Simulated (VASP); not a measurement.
VASP input:

### POSCAR
```
Mg3Sb2
1.0
  2.3248014555  -4.0266744065   0.0000000000
  2.3248014555   4.0266744065   0.0000000000
  0.0000000000   0.0000000000   7.3264212236
Mg Sb
3 2
Cartesian
  0.0000000000   0.0000000000   0.0000000000
  2.3248014555   1.3422274866   4.6432391400
  2.3248014555  -1.3422274866   2.6831820836
  2.3248014555   1.3422274866   1.6627830908
  2.3248014555  -1.3422274866   5.6636381328
```

File KPOINTS:
```
Automatic mesh
0
Gamma
6 6 4
0 0 0
```

**INCAR**
```
SYSTEM=Mg3Sb2
PREC=Accurate; ENCUT=520; LREAL=.FALSE.
LASPH=.TRUE.
EDIFF=1E-7; NELM=100; ALGO=Normal
LMAXMIX=4
ISMEAR=-5
GGA=RP
ISIF=2
LWAVE=.FALSE.; LCHARG=.TRUE.; LORBIT=11
NEDOS=601
LEFG=.TRUE.
```

POTCAR, in this order: Mg Sb (PBE.64 set). Program: vasp_std.

Q: Translate this RPBE calculation to Quantum ESPRESSO's pw.x.

A: One equivalent input (not run):
```
&CONTROL
  calculation = 'scf'
  pseudo_dir = './pseudo'
  outdir = './out'
  tprnfor = .true.
  tstress = .true.
/
&SYSTEM
  ibrav = 0
  nat = 5
  ntyp = 2
  ecutwfc = 84
  occupations = 'tetrahedra'
  input_dft = 'rpbe'
/
&ELECTRONS
  conv_thr = 7.3e-09
  electron_maxstep = 100
/
ATOMIC_SPECIES
  Mg 24.305 Mg.upf
  Sb 121.760 Sb.upf
CELL_PARAMETERS angstrom
     2.3248015   -4.0266744    0.0000000
     2.3248015    4.0266744    0.0000000
     0.0000000    0.0000000    7.3264212
ATOMIC_POSITIONS crystal
  Mg   0.0000000  0.0000000  0.0000000
  Mg   0.3333330  0.6666670  0.6337663
  Mg   0.6666670  0.3333330  0.3662337
  Sb   0.3333330  0.6666670  0.2269571
  Sb   0.6666670  0.3333330  0.7730429
K_POINTS automatic
  6 6 4 0 0 0
```
Limits of the translation: the potentials are each code's own (VASP's PAW set, PseudoDojo norm-conserving files in pw.x), so ENCUT and ecutwfc are chosen apart and not converted; conv_thr bounds pw.x's estimated SCF error, while EDIFF bounds the energy change between steps; the field gradients of LEFG aren't asked of the other code.

The compound is Mg3Sb2 in the a-la2o3 structure. It was relaxed first, which changed the volume by +5 %.
